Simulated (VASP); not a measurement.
Consider the following.

```yaml
crystal:
  lattice:
    - [0.00000, 2.79596, 2.79596]
    - [2.79596, 0.00000, 2.79596]
    - [2.79596, 2.79596, 0.00000]
  atoms:
    - { symbol: Cl, position: [0.00000, 0.00000, 0.00000] }
    - { symbol: Na, position: [0.50000, 0.50000, 0.50000] }
```

Level of theory: PBEsol GGA, VASP's PBE PAW potentials (set 64) (plane waves; VASP). Settings: 400 eV cut-off, 8×8×8 Γ-centred mesh, Gaussian smearing of 0.010 eV, potentials Cl Na_pv.

Problem. The job: NaCl (space group Fm-3m), 2 atoms, PBEsol, DFPT for ε, Born charges and Γ modes, 400 eV, 8×8×8 Γ-centred mesh. Roughly how much core time does it take on a busy server core?

Solution. About 5 core-minutes (one run on a shared machine, a rough figure). It had 29 irreducible k-points, 11 bands, up to 821 plane waves and 149 electronic steps.

The structure comes from a measured NaCl entry (Fm-3m) of the Crystallography Open Database, whose conditions weren't checked. It was relaxed first.
